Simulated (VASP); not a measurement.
```
Na
1.0
   -2.03644     2.03644     2.03644
    2.03644    -2.03644     2.03644
    2.03644     2.03644    -2.03644
Na
1
Direct
  0.00000   0.00000   0.00000
```

Computed with PBE GGA with D3 dispersion (Becke-Johnson damping), VASP's PBE PAW potentials (set 64) (plane waves; VASP). Run with 520 eV cut-off, 11×11×11 Γ-centred mesh, first-order Methfessel-Paxton smearing of 0.10 eV, potentials Na_pv.

**Question.** What does the run give for the energy per atom (σ→0), band gap (on the k-mesh) with the smallest direct gap where there is one?

**Answer.** 
| Quantity | Result |
|---|---|
| band gap (on the k-mesh) | none (metal, semimetal or under 0.01 eV) |
| energy per atom (σ→0) | -1.475 eV/atom |

Total energies compare only between runs with the same potentials, cut-off and functional.

The compound is Na in the bcc structure. It was relaxed first, which changed the volume by -13 %. The start is the result of an earlier pass.
